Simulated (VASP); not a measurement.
Computed with PBEsol GGA, VASP's PBE PAW potentials (set 64) (plane waves; VASP).

Input for VASP

### KPOINTS
```
Automatic mesh
0
Gamma
6 6 12
0 0 0
```

POSCAR:
```
IrPd3
1
    0.0194099930     3.8599756573     3.8422772075
    3.8599756573     0.0194099930     3.8422772075
    1.9396928251     1.9396928251    -0.0000000000
Pd Ir
3 1
Direct
  1.0000000000   0.0000000000   0.0000000000
  1.0000000000   0.5000000000   0.0000000000
  0.5000000000   0.0000000000   0.0000000000
  0.5000000000   0.5000000000   1.0000000000
```

**INCAR**
```
SYSTEM = IrPd3
PREC = Accurate
ENCUT = 400
EDIFF = 1E-6
NELM = 100
ALGO = Normal
LREAL = .FALSE.
LASPH = .TRUE.
ISMEAR = 1
SIGMA = 0.1
GGA = PS
LMAXMIX = 6
LWAVE = .FALSE.
LCHARG = .FALSE.
IBRION = 2
ISIF = 3
NSW = 60
EDIFFG = -0.02
```

POTCAR, in this order: Pd Ir (PBE.64 set). Program: vasp_std.

Output

### OUTCAR
```
 ion  position               nearest neighbor table
   1  0.000  0.000  0.000-   4 2.72   4 2.72   2 2.72   2 2.72   3 2.72   3 2.72   3 2.72   2 2.72
                             3 2.72   2 2.72
   2  0.000  0.500  0.000-   3 2.72   3 2.72   1 2.72   1 2.72   4 2.72   4 2.72   4 2.72   1 2.72
                             1 2.72   4 2.72
   3  0.500  0.000  0.000-   2 2.72   2 2.72   4 2.72   1 2.72   1 2.72   4 2.72   4 2.72   1 2.72
                             1 2.72   4 2.72
   4  0.500  0.500  0.000-   1 2.72   1 2.72   3 2.72   2 2.72   2 2.72   3 2.72   3 2.72   2 2.72
                             3 2.72   2 2.72
  LATTYP: Found a base centered orthorhombic cell.
 ALAT       =     5.4313800496
 B/A-ratio  =     1.4148438048
 C/A-ratio  =     0.5050539412
 Subroutine PRICEL returns:
 Original cell was already a primitive cell.
 Subroutine GETGRP returns: Found  8 space group operations
The static configuration has the point symmetry D_2h.
The dynamic configuration has the point symmetry D_2h.
 Subroutine INISYM returns: Found  8 space group operations
 Subroutine IBZKPT returns following result:
 Found     88 irreducible k-points:

 Following reciprocal coordinates:
            Coordinates               Weight
  0.000000  0.000000  0.000000      1.000000
  0.166667  0.000000  0.000000      4.000000
  0.333333  0.000000  0.000000      4.000000
  0.500000  0.000000  0.000000      2.000000
  0.166667  0.166667  0.000000      2.000000
  0.333333  0.166667  0.000000      4.000000
  0.500000  0.166667  0.000000      4.000000
 -0.333333  0.166667  0.000000      4.000000
 -0.166667  0.166667  0.000000      2.000000
  0.333333  0.333333  0.000000      2.000000
  0.500000  0.333333  0.000000      4.000000
 -0.333333  0.333333  0.000000      2.000000
  0.500000  0.500000  0.000000      1.000000
 -0.000000 -0.000000  0.083333      4.000000
  0.166667  0.000000  0.083333      4.000000
  0.333333  0.000000  0.083333      8.000000
  0.500000  0.000000  0.083333      8.000000
 -0.333333 -0.000000  0.083333      8.000000
 -0.166667 -0.000000  0.083333      8.000000
  0.333333  0.333333  0.083333      4.000000
  0.500000  0.333333  0.083333      8.000000
 -0.333333  0.333333  0.083333      8.000000
 -0.166667  0.333333  0.083333      4.000000
  0.500000  0.500000  0.083333      4.000000
 -0.333333  0.500000  0.083333      4.000000
  0.000000  0.000000  0.166667      4.000000
  0.166667 -0.000000  0.166667      8.000000
  0.333333  0.000000  0.166667      4.000000
  0.500000  0.000000  0.166667      8.000000
 -0.333333  0.000000  0.166667      8.000000
 -0.166667 -0.000000  0.166667      8.000000
  0.166667  0.166667  0.166667      2.000000
  0.500000  0.166667  0.166667      8.000000
 -0.333333  0.166667  0.166667      4.000000
  0.500000  0.500000  0.166667      4.000000
 -0.333333  0.500000  0.166667      8.000000
 -0.166667  0.500000  0.166667      4.000000
 -0.333333 -0.333333  0.166667      2.000000
 -0.000000 -0.000000  0.250000      4.000000
  0.166667  0.000000  0.250000      8.000000
   k-points           NKPTS =     88   k-points in BZ     NKDIM =     88   number of bands    NBANDS=     23
   number of dos      NEDOS =    301   number of ions     NIONS =      4
   total plane-waves  NPLWV =  23328
   dimension x,y,z NGX =    36 NGY =   36 NGZ =   18
   dimension x,y,z NGXF=    72 NGYF=   72 NGZF=   36
   ions per type =               3   1
   PREC   = accura    normal or accurate (medium, high low for compatibility)
   ISTART =      0    job   : 0-new  1-cont  2-samecut
   ICHARG =      2    charge: 1-file 2-atom 10-const
   ISPIN  =      1    spin polarized calculation?
   LNONCOLLINEAR =      F non collinear calculations
...
```

**OSZICAR**
```
       N       E                     dE             d eps       ncg     rms          rms(c)
DAV:   1     0.249547664473E+03    0.24955E+03   -0.16213E+04  4048   0.133E+03
DAV:   2    -0.192570856446E+02   -0.26880E+03   -0.26125E+03  4552   0.360E+02
DAV:   3    -0.291456530629E+02   -0.98886E+01   -0.95785E+01  5057   0.665E+01
DAV:   4    -0.293842175970E+02   -0.23856E+00   -0.23726E+00  4365   0.111E+01
DAV:   5    -0.293910600242E+02   -0.68424E-02   -0.68412E-02  4998   0.190E+00    0.213E+01
DAV:   6    -0.278790886111E+02    0.15120E+01   -0.94246E+00  6065   0.281E+01    0.109E+01
DAV:   7    -0.284027899422E+02   -0.52370E+00   -0.13366E+01  5780   0.364E+01    0.109E+01
DAV:   8    -0.274230164708E+02    0.97977E+00   -0.32101E+00  5815   0.194E+01    0.304E+00
DAV:   9    -0.274092219541E+02    0.13795E-01   -0.56499E-01  4535   0.898E+00    0.260E+00
DAV:  10    -0.273766146313E+02    0.32607E-01   -0.85904E-02  5307   0.376E+00    0.102E+00
DAV:  11    -0.273705782237E+02    0.60364E-02   -0.34043E-02  4735   0.206E+00    0.150E-01
DAV:  12    -0.273705163474E+02    0.61876E-04   -0.14330E-03  4293   0.456E-01    0.819E-02
DAV:  13    -0.273704888022E+02    0.27545E-04   -0.92764E-05  4972   0.822E-02    0.238E-02
DAV:  14    -0.273704846997E+02    0.41025E-05   -0.20701E-05  4633   0.460E-02    0.511E-03
DAV:  15    -0.273704846037E+02    0.95976E-07   -0.10078E-06  2381   0.961E-03
   1 F= -.27370485E+02 E0= -.27371275E+02  d E =-.273705E+02
       N       E                     dE             d eps       ncg     rms          rms(c)
DAV:   1    -0.273724167804E+02   -0.19321E-02   -0.62538E-02  4111   0.215E+00    0.308E-01
DAV:   2    -0.273714299778E+02    0.98680E-03   -0.91937E-03  4903   0.101E+00    0.246E-01
DAV:   3    -0.273708093386E+02    0.62064E-03   -0.52046E-03  5937   0.900E-01    0.131E-01
DAV:   4    -0.273706023682E+02    0.20697E-03   -0.76999E-04  5565   0.308E-01    0.454E-02
DAV:   5    -0.273705973376E+02    0.50306E-05   -0.11779E-04  4625   0.131E-01    0.343E-02
DAV:   6    -0.273705911336E+02    0.62041E-05   -0.34848E-05  4576   0.684E-02    0.865E-03
DAV:   7    -0.273705914983E+02   -0.36473E-06   -0.27133E-06  2729   0.170E-02
   2 F= -.27370591E+02 E0= -.27371375E+02  d E =-.106895E-03
       N       E                     dE             d eps       ncg     rms          rms(c)
DAV:   1    -0.273707304229E+02   -0.13929E-03   -0.41830E-03  4132   0.554E-01    0.797E-02
DAV:   2    -0.273706639112E+02    0.66512E-04   -0.61050E-04  4902   0.261E-01    0.637E-02
DAV:   3    -0.273706224656E+02    0.41446E-04   -0.33816E-04  5928   0.233E-01    0.343E-02
DAV:   4    -0.273706075446E+02    0.14921E-04   -0.52450E-05  5586   0.805E-02    0.118E-02
DAV:   5    -0.273706068468E+02    0.69776E-06   -0.79682E-06  4286   0.341E-02
   3 F= -.27370607E+02 E0= -.27371392E+02  d E =-.122243E-03
       N       E                     dE             d eps       ncg     rms          rms(c)
DAV:   1    -0.273713611025E+02   -0.75356E-03   -0.36661E-02  4048   0.149E+00    0.168E-01
DAV:   2    -0.273709111255E+02    0.44998E-03   -0.17562E-03  5035   0.428E-01    0.107E-01
DAV:   3    -0.273708470007E+02    0.64125E-04   -0.12912E-03  5966   0.435E-01    0.926E-02
DAV:   4    -0.273707228346E+02    0.12417E-03   -0.36284E-04  5841   0.218E-01    0.229E-02
DAV:   5    -0.273707218823E+02    0.95227E-06   -0.44574E-05  4449   0.760E-02    0.235E-02
DAV:   6    -0.273707166588E+02    0.52235E-05   -0.18315E-05  4522   0.557E-02    0.670E-03
DAV:   7    -0.273707164381E+02    0.22068E-06   -0.12803E-06  2241   0.116E-02
   4 F= -.27370716E+02 E0= -.27371504E+02  d E =-.109591E-03
```

OUTCAR:
```
------------------------ aborting loop because EDIFF is reached ----------------------------------------
  FORCE on cell =-STRESS in cart. coord.  units (eV):
  Direction    XX          YY          ZZ          XY          YZ          ZX
  --------------------------------------------------------------------------------------
  Total       -0.0034257     -0.0034257      0.0180550     -0.0065681      0.0000000      0.0000000
  in kB       -0.0959326     -0.0959326      0.5056051     -0.1839317      0.0000000      0.0000000
  external PRESSURE =       0.1045800 kB  Pullay stress =       0.0000000 kB
  volume of cell :       57.21
      direct lattice vectors                 reciprocal lattice vectors
     0.019160080  3.854797076  3.850384738    -0.130356444  0.130356444  0.129857153
     3.854797076  0.019160080  3.850384738     0.130356444 -0.130356444  0.129857153
     1.936978578  1.936978578  0.000000000     0.258133985  0.258133985 -0.259714306
 POSITION                                       TOTAL-FORCE (eV/Angst)
 -----------------------------------------------------------------------------------
      3.85480      0.01916      3.85038         0.000000     -0.000000     -0.000000
      1.92740      0.00958      1.92519         0.000000      0.000000     -0.000000
      1.94656      3.86438      1.92519        -0.000000     -0.000000     -0.000000
      3.87396      3.87396      3.85038         0.000000      0.000000      0.000000
 -----------------------------------------------------------------------------------
    total drift:                                0.000000      0.000000      0.000000
  FREE ENERGIE OF THE ION-ELECTRON SYSTEM (eV)
  ---------------------------------------------------
  free  energy   TOTEN  =       -27.3707164381 eV

  energy  without entropy=      -27.3730778203  energy(sigma->0) =      -27.37150357

 reached required accuracy - stopping structural energy minimisation
```
(Selected blocks of OUTCAR.)

File CONTCAR:
```
IrPd3
   1.00000000000000
     0.0191600795671344    3.8547970756258074    3.8503847376836968
     3.8547970756258074    0.0191600795671344    3.8503847376836968
     1.9369785775464357    1.9369785775464357    0.0000000000001064
  Pd              Ir
     3     1
Direct
     0.0000000000000000    1.0000000000000000    0.0000000000000000
     0.0000000000000000    0.5000000000000000    0.0000000000000000
     0.5000000000000000    0.0000000000000000    1.0000000000000000
     0.5000000000000000    0.5000000000000000    1.0000000000000000
```

File OUTCAR:
```
 val. band max:       10.1161886366   @ k =   0.5000   0.1667   0.4167

 cond. band min:      10.1215619186   @ k =   0.3333   0.3333   0.0833


 Fermi energy:        10.1209055513

 k-point     1 :       0.0000    0.0000    0.0000
  band No.  band energies     occupation
      1       1.5535      2.00000
      2       3.7876      2.00000
      3       3.9764      2.00000
      4       4.0721      2.00000
      5       4.3797      2.00000
      6       6.7347      2.00000
      7       6.7571      2.00000
      8       6.8135      2.00000
      9       6.8682      2.00000
     10       6.8932      2.00000
     11       6.9171      2.00000
     12       6.9915      2.00000
     13       8.6896      2.00000
     14       8.7716      2.00000
     15       9.8752      2.00280
     16       9.8934      2.00596
     17      10.0876      1.52997
     18      10.5425     -0.00000
     19      10.5995     -0.00000
     20      10.6399     -0.00000
     21      10.7303     -0.00000
     22      10.7318     -0.00000
     23      11.0822     -0.00000

 k-point     2 :       0.1667    0.0000    0.0000
  band No.  band energies     occupation
      1       1.8091      2.00000
      2       3.8988      2.00000
      3       4.1467      2.00000
      4       4.2270      2.00000
      5       4.5156      2.00000
      6       6.6980      2.00000
      7       6.8113      2.00000
      8       6.8189      2.00000
      9       6.9046      2.00000
     10       6.9755      2.00000
     11       6.9806      2.00000
     12       7.0260      2.00000
     13       8.6339      2.00000
     14       8.6692      2.00000
     15       8.9028      2.00000
     16       9.5490      2.00000
     17       9.7023      2.00000
     18       9.7543      2.00000
     19      10.0289      2.02934
     20      10.1702      0.26716
     21      10.5179     -0.00000
     22      10.9762     -0.00000
     23      11.9501     -0.00000

 k-point     3 :       0.3333    0.0000    0.0000
...
```

Unless said otherwise, spin-orbit coupling is left out, though it shifts the bands of the heavy elements here.

The structure was generated: IrPd3 was put into an ordered model structure (Cmmm), which need not be its known phase. This run relaxes it. Symmetry was kept, so distortions that lower it aren't found. The start is the result of an earlier pass. The electron count is odd and the run is not spin-polarised, which forces a metal. VASP warned that the highest band is occupied, so more bands are needed.
